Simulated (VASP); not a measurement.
Method: AM05 GGA, VASP's PBE PAW potentials (set 64) (plane waves; VASP).

A VASP calculation is set up with these files.

### POSCAR
```
Tm
1
    1.7549711474    -3.0396992619     0.0000000000
    1.7549711474     3.0396992619     0.0000000000
    0.0000000000     0.0000000000     5.4241588842
Tm
2
Direct
  0.3333330000   0.6666670000   0.2500000000
  0.6666670000   0.3333330000   0.7500000000
```

**INCAR**
```
LREAL = .False.   ! projection in real space or not
NELM = 100
EDIFF = 1E-7   ! SCF stop (eV)
LWAVE = .False.
LCHARG = .False.
ISMEAR = 1
ISIF = 4
GGA = AM   ! AM05
ALGO = Normal
LASPH = .True.   ! aspherical one-centre terms
ENCUT = 520   ! plane-wave cut-off (eV)
NSW = 30   ! most ionic steps
SYSTEM = Tm
EDIFFG = -0.01   ! ionic stop
IBRION = 2
SIGMA = 0.1   ! width (eV)
PREC = Accurate
LMAXMIX = 6   ! l cut-off of mixed one-centre charges
```

KPOINTS:
```
Automatic mesh
0
Gamma
12 12 7
0 0 0
```

POTCAR, in this order: Tm_3 (PBE.64 set). Program: vasp_std.

The 4f electrons are frozen in the core of the lanthanide potential, so 4f levels, which can set the real gap, and their magnetism are missing.

Q: Predict the energy per atom (σ→0), band gap (on the k-mesh).

A: 
The energy per atom (σ→0) comes out as -4.683 eV/atom and the band gap (on the k-mesh) comes out as none (metal, semimetal or under 0.01 eV).

**OSZICAR**
```
...
       N       E                     dE             d eps       ncg     rms          rms(c)
DAV:   1    -0.936707661170E+01   -0.33849E-03   -0.12800E-02  2096   0.896E-01    0.855E-02
DAV:   2    -0.936689287961E+01    0.18373E-03   -0.48310E-04  2926   0.290E-01    0.509E-02
DAV:   3    -0.936679694510E+01    0.95935E-04   -0.10512E-04  2973   0.992E-02    0.282E-02
DAV:   4    -0.936679669753E+01    0.24756E-06   -0.17645E-05  2869   0.351E-02    0.109E-02
DAV:   5    -0.936679642116E+01    0.27637E-06   -0.56759E-07  2470   0.841E-03    0.849E-04
DAV:   6    -0.936679639853E+01    0.22630E-07   -0.69207E-08  1301   0.251E-03
   3 F= -.93667964E+01 E0= -.93660401E+01  d E =-.370389E-03
```

The compound is Tm in the hcp structure. This run relaxes it. Symmetry was kept, so distortions that lower it aren't found.
